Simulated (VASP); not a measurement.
Consider the following.

```xyz
4
Lattice="1.9227 -3.3302 0.0000 1.9227 3.3302 0.0000 0.0000 0.0000 12.4032" Properties=species:S:1:pos:R:3 pbc="T T T"
La     0.0000     0.0000     6.2016
La     0.0000     0.0000     0.0000
La     1.9227     1.1101     3.1008
La     1.9227    -1.1101     9.3024
```

Calculation: PBE GGA, VASP's PBE PAW potentials (set 64) (plane waves; VASP). Run with 400 eV cut-off, 7×7×3 Γ-centred mesh, first-order Methfessel-Paxton smearing of 0.10 eV, potentials La.

Gaps are read on the run's mesh, which can miss a band edge.

Problem. Predict the energy per atom (σ→0), pressure, band gap (on the k-mesh) with the smallest direct gap where there is one.

Solution. 
| Quantity | Value |
|---|---|
| band gap (on the k-mesh) | none (metal, semimetal or under 0.01 eV) |
| energy per atom (σ→0) | -4.880 eV/atom |
| pressure | -15.8 kbar |

Total energies compare only between runs with the same potentials, cut-off and functional.

The compound is La in the dhcp structure. The cell was not relaxed at this level. The run is one of a series of settings (KPOINTS 7×7×3 Γ-centred mesh against the base run), some of them coarse on purpose.
